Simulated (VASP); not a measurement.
Consider the following.

```xyz
3
Lattice="1.6014 -2.7737 0.0000 1.6014 2.7737 0.0000 0.0000 0.0000 3.5496" Properties=species:S:1:pos:R:3 pbc="T T T"
Hf     0.0000     0.0000     0.0000
B      1.6014     0.9246     1.7748
B      1.6014    -0.9246     1.7748
```

Method: PBE GGA, VASP's PBE PAW potentials (set 64) (plane waves; VASP). Run with 750 eV cut-off, 10×10×8 Γ-centred mesh, first-order Methfessel-Paxton smearing of 0.10 eV, potentials Hf_pv B.

**Question.** Give the stress tensor in GPa (positive for a compressed cell).

**Answer.** 
```
-13.38    0.00    0.00
  0.00  -13.38    0.00
  0.00    0.00  -10.98
```
The pressure is its mean diagonal, -12.58 GPa.

The compound is HfB2 in the AlB2 type structure. The cell was not relaxed at this level. The run is one of a series of settings (ENCUT = 750 against the base run), some of them coarse on purpose.
